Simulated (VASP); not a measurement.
Set up this calculation in VASP 6.6.1, as the native input.

| Quantity | Value |
| --- | --- |
| Task | single point |
| Functional | PBE |
| Potentials or basis | VASP PAW PBE potentials, release 64 (F, In_d, H) |
| Cutoff | 520 eV |
| k mesh | 1 × 1 × 1 |
| Occupations | gaussian, width 0.01 eV |
| Spin | no spin polarisation |
| Further INCAR settings | ALGO = Normal; EDIFF = 1e-07; NBANDS = 22 |

The structure of F2InH lies in POSCAR:

```
InHF2
1.0
   13.0000000000      0.0000000000      0.0000000000
    0.0000000000     12.0000000000      0.0000000000
    0.0000000000      0.0000000000     11.0000000000
F In H
2 1 1
Direct
    0.3842653800      0.4254041700      0.5329545500
    0.6177346200      0.3974125000      0.5847272700
    0.5179653800      0.4906208300      0.5029454500
    0.5427038500      0.6060875000      0.4214545500
```

The input as run:

INCAR

```
PREC = Accurate
ENCUT = 520
EDIFF = 1E-7
ISMEAR = 0
SIGMA = 0.01
LREAL = F
LASPH = T
NELM = 80
ALGO = Normal
ISIF = 2
LWAVE = F
LCHARG = F
GGA = PE
NBANDS = 22
```

KPOINTS

```
regular mesh
0
Gamma
  1 1 1
```

Potentials or basis: VASP PAW PBE potentials, release 64 (F, In_d, H).

Run with:

```bash
$ cat potpaw_PBE.64/F/POTCAR potpaw_PBE.64/In_d/POTCAR potpaw_PBE.64/H/POTCAR > POTCAR
$ mpirun -np 1 vasp_gam > vasp.out
```

It gave:

```
Largest force                   : 0.726 eV/Å
Gap between the frontier levels : 5.46 eV
```

Caveat: spin-orbit coupling is left out, which moves the levels of the heavy elements.

Run time: 5.6 min on 1 thread of Intel(R) Xeon(R) Platinum 8175M CPU @ 2.50GHz (Skylake/Cascade Lake), on a shared host, peak memory 1.2 GiB.
